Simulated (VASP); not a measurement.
Crystal: Na.

```
CELL_PARAMETERS angstrom
-2.11750 2.11750 2.11750
2.11750 -2.11750 2.11750
2.11750 2.11750 -2.11750
ATOMIC_POSITIONS crystal
Na 0.00000 0.00000 0.00000
```

| Quantity | Value |
| --- | --- |
| Program | VASP 6.6.1 |
| Task | relaxation of cell and atoms |
| Functional | PBEsol |
| Potentials or basis | VASP PAW PBE potentials, release 64 (Na_pv) |
| Cutoff | 480 eV |
| k mesh | 14 × 14 × 14 |
| Occupations | gaussian, width 0.1 eV |
| Spin | no spin polarisation |

At the start: pressure -0.3 GPa; volume 37.98 Å³/atom.

How do energy, volume and symmetry change on relaxing?

Over 3 steps the energy falls by 2.1 meV/atom and the volume is 36.29 Å³/atom (-4.5 %); space group Im-3m (No. 229, to 0.05 Å).

Step by step:
| step | energy change (eV) | largest force (eV/Å) | pressure (GPa) | volume (Å³) |
| --- | --- | --- | --- | --- |
| 1 | 0.0000 | 0.0000 | -0.33 | 37.98 |
| 2 | -0.0009 | 0.0000 | -0.31 | 37.55 |
| 3 | -0.0021 | 0.0000 | 0.00 | 36.29 |

Final structure:
```
Na
1.0
    -2.08558    2.08558    2.08558
     2.08558   -2.08558    2.08558
     2.08558    2.08558   -2.08558
Na
1
Direct
  0.00000 0.00000 0.00000
```

Caveat: the PAW data sets were made with another functional, which shifts forces and pressure a little.
